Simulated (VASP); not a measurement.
VASP input:

### KPOINTS
```
Automatic mesh
0
Gamma
7 7 7
0 0 0
```

**POSCAR**
```
SnTe
1.0
  0.0000000000   3.1600000000   3.1600000000
  3.1600000000   0.0000000000   3.1600000000
  3.1600000000   3.1600000000   0.0000000000
Sn Te
1 1
direct
  0.0000000000   0.0000000000   0.0000000000
  0.5000000000   0.5000000000   0.5000000000
```

INCAR:
```
AGGAC=0.0
ALGO=Normal
EDIFF=1E-6
EDIFFG=-0.01
ENCUT=520
GGA=ML
IBRION=2
ISIF=3
ISMEAR=0
LASPH=.TRUE.
LCHARG=.FALSE.
LMAXMIX=4
LREAL=.FALSE.
LUSE_VDW=.TRUE.
LWAVE=.FALSE.
NELM=100
NSW=60
PREC=Accurate
SIGMA=0.05
SYSTEM=SnTe
ZAB_VDW=-1.8867
```

POTCAR, in this order: Sn_d Te (PBE.64 set). Program: vasp_std.

Question: Write an equivalent input for Quantum ESPRESSO's pw.x.

Answer: One equivalent input (not run):
```
&CONTROL
  calculation = 'vc-relax'
  pseudo_dir = './pseudo'
  outdir = './out'
  tprnfor = .true.
  tstress = .true.
  nstep = 60
  forc_conv_thr = 0.00039
/
&SYSTEM
  ibrav = 0
  nat = 2
  ntyp = 2
  ecutwfc = 82.3
  occupations = 'smearing'
  smearing = 'gaussian'
  degauss = 0.003675
  input_dft = 'vdw-df2'
/
&ELECTRONS
  conv_thr = 7.3e-08
  electron_maxstep = 100
/
&IONS
/
&CELL
/
ATOMIC_SPECIES
  Sn 118.710 Sn.upf
  Te 127.600 Te.upf
CELL_PARAMETERS angstrom
     0.0000000    3.1600000    3.1600000
     3.1600000    0.0000000    3.1600000
     3.1600000    3.1600000    0.0000000
ATOMIC_POSITIONS crystal
  Sn   0.0000000  0.0000000  0.0000000
  Te   0.5000000  0.5000000  0.5000000
K_POINTS automatic
  7 7 7 0 0 0
```
What does not carry over: the potentials are each code's own (VASP's PAW set, PseudoDojo norm-conserving files in pw.x), so ENCUT and ecutwfc are chosen apart and not converted; conv_thr bounds pw.x's estimated SCF error, while EDIFF bounds the energy change between steps; forc_conv_thr acts on force components and is met together with etot_conv_thr.

The compound is SnTe in the rock salt structure, which distorts at low temperature. This run relaxes it. Symmetry was kept, so distortions that lower it aren't found.
